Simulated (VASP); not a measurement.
Computed with optB88-vdW, VASP's PBE PAW potentials (set 64) (plane waves; VASP).

Input for VASP

INCAR:
```
SIGMA = 0.05   ! width (eV)
ISMEAR = 0   ! Gaussian
LMAXMIX = 4   ! l cut-off of mixed one-centre charges
PARAM1 = 0.1833333333
LUSE_VDW = .True.
LREAL = .False.   ! projection in real space or not
ALGO = Normal
LWAVE = .False.
ENCUT = 520   ! plane-wave cut-off (eV)
LORBIT = 11   ! lm-projected
SYSTEM = PbO
ICHARG = 11
AGGAC = 0.0
LASPH = .True.
PREC = Accurate
GGA = BO
EDIFF = 1E-7
LCHARG = .False.
NELM = 100
PARAM2 = 0.22
```

**KPOINTS**
```
k-points along high-symmetry lines
10
Line-mode
Reciprocal
  0.000000   0.000000   0.000000 ! GAMMA
  0.000000   0.500000   0.000000 ! X

  0.000000   0.500000   0.000000 ! X
  0.500000   0.500000   0.000000 ! M

  0.500000   0.500000   0.000000 ! M
  0.000000   0.000000   0.000000 ! GAMMA

  0.000000   0.000000   0.000000 ! GAMMA
  0.000000   0.000000   0.500000 ! Z

  0.000000   0.000000   0.500000 ! Z
  0.000000   0.500000   0.500000 ! R

  0.000000   0.500000   0.500000 ! R
  0.500000   0.500000   0.500000 ! A

  0.500000   0.500000   0.500000 ! A
  0.000000   0.000000   0.500000 ! Z

  0.000000   0.500000   0.000000 ! X
  0.000000   0.500000   0.500000 ! R

  0.500000   0.500000   0.000000 ! M
  0.500000   0.500000   0.500000 ! A
```

POSCAR:
```
PbO
1
    4.0482019159     0.0000000000     0.0000000000
    0.0000000000     4.0482019159     0.0000000000
    0.0000000000     0.0000000000     5.0466741956
Pb O
2 2
Direct
  0.5000000000   0.0000000000   0.7639598803
  0.0000000000   0.5000000000   0.2360401197
  0.5000000000   0.5000000000   0.0000000000
  0.0000000000   0.0000000000   0.0000000000
```

POTCAR, in this order: Pb_d O (PBE.64 set). Program: vasp_std. Read from the step before: CHGCAR.

Output of the run:

**OSZICAR**
```
       N       E                     dE             d eps       ncg     rms          rms(c)
DAV:   1     0.445152795249E+03    0.44515E+03   -0.20233E+04  4320   0.197E+03
DAV:   2     0.400878173663E+02   -0.40506E+03   -0.39804E+03  4656   0.493E+02
DAV:   3    -0.970782186820E+01   -0.49796E+02   -0.48163E+02  5728   0.184E+02
DAV:   4    -0.116312434435E+02   -0.19234E+01   -0.19219E+01  4824   0.402E+01
DAV:   5    -0.117040412941E+02   -0.72798E-01   -0.72786E-01  6088   0.733E+00
DAV:   6    -0.117057569325E+02   -0.17156E-02   -0.17156E-02  5336   0.113E+00
DAV:   7    -0.117058261292E+02   -0.69197E-04   -0.69196E-04  6376   0.186E-01
DAV:   8    -0.117058288807E+02   -0.27514E-05   -0.27514E-05  5536   0.274E-02
DAV:   9    -0.117058288955E+02   -0.14814E-07   -0.14798E-07  4456   0.290E-03
   1 F= -.11705829E+02 E0= -.11705829E+02  d E =-.982435E-13
```

File OUTCAR:
```
 val. band max:        4.3936478691   @ k =   0.0000   0.1111   0.0000

 cond. band min:       5.7652735981   @ k =   0.5000   0.5000   0.0000



 k-point     1 :       0.0000    0.0000    0.0000
  band No.  band energies     occupation
      1     -13.4435      2.00000
      2     -13.0541      2.00000
      3     -11.4519      2.00000
      4     -11.4519      2.00000
      5     -11.4040      2.00000
      6     -11.3687      2.00000
      7     -11.3152      2.00000
      8     -11.2558      2.00000
      9     -11.2558      2.00000
     10     -11.2537      2.00000
     11     -11.2246      2.00000
     12      -9.9076      2.00000
     13      -2.5446      2.00000
     14      -2.1624      2.00000
     15       0.4972      2.00000
     16       0.4972      2.00000
     17       2.9458      2.00000
     18       2.9619      2.00000
     19       2.9619      2.00000
     20       4.3788      2.00000
     21       6.7521      0.00000
     22       9.8409      0.00000
     23       9.9401      0.00000
     24       9.9401      0.00000

 k-point     2 :       0.0000    0.0556    0.0000
  band No.  band energies     occupation
      1     -13.4379      2.00000
      2     -13.0553      2.00000
      3     -11.4506      2.00000
      4     -11.4502      2.00000
      5     -11.4022      2.00000
      6     -11.3674      2.00000
      7     -11.3160      2.00000
      8     -11.2643      2.00000
      9     -11.2565      2.00000
     10     -11.2378      2.00000
     11     -11.2258      2.00000
     12      -9.9156      2.00000
     13      -2.5593      2.00000
     14      -2.1624      2.00000
     15       0.5075      2.00000
     16       0.5151      2.00000
     17       2.8323      2.00000
     18       2.9421      2.00000
     19       3.0000      2.00000
     20       4.3850      2.00000
     21       6.8415      0.00000
     22       9.5268      0.00000
     23       9.9553      0.00000
     24      10.1008      0.00000

...
```

The density is held fixed in this step, so its total energy and stress have no physical meaning. Unless said otherwise, spin-orbit coupling is left out, though it shifts the bands of the heavy elements here.

The compound is PbO in the litharge structure. It was relaxed first.
